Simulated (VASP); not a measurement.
Input of a VASP 6.6.1 run:

INCAR

```
  PREC = Accurate
  ENCUT = 520
  EDIFF = 1E-7
  ISMEAR = 0
  SIGMA = 0.1
  LREAL = False
  LASPH = True
  NELM = 120
  ALGO = Normal
  ISIF = 3
  LWAVE = False
  LCHARG = False
  GGA = PE
  IBRION = 2
  NSW = 60
  EDIFFG = -0.005
  POTIM = 0.3
```

Contents of KPOINTS:

```
regular mesh
0
Gamma
  7 7 7
```

File POSCAR:

```
BiTe                                    
1.0
    0.0000000000      3.2545433591      3.2545433591
    3.2545433591      0.0000000000      3.2545433591
    3.2545433591      3.2545433591     -0.0000000000
  Bi              Te            
     1     1
Direct
     0.0000000000000000    0.0000000000000000    0.0000000000000000
     0.5000000000000000    0.5000000000000000    0.5000000000000000
```

Potentials or basis: VASP PAW PBE potentials, release 64 (Bi_d, Te).

The run is started by

```console
$ cat potpaw_PBE.64/Bi_d/POTCAR potpaw_PBE.64/Te/POTCAR > POTCAR
$ mpirun -np 1 vasp_std > vasp.out
```

(1) Estimate the band gap on the k mesh.

Results:

(1) none (metal or under the smearing width).

Caveat: the relaxation stopped at its first step, so nothing moved; spin-orbit coupling is left out, which moves the levels of the heavy elements.
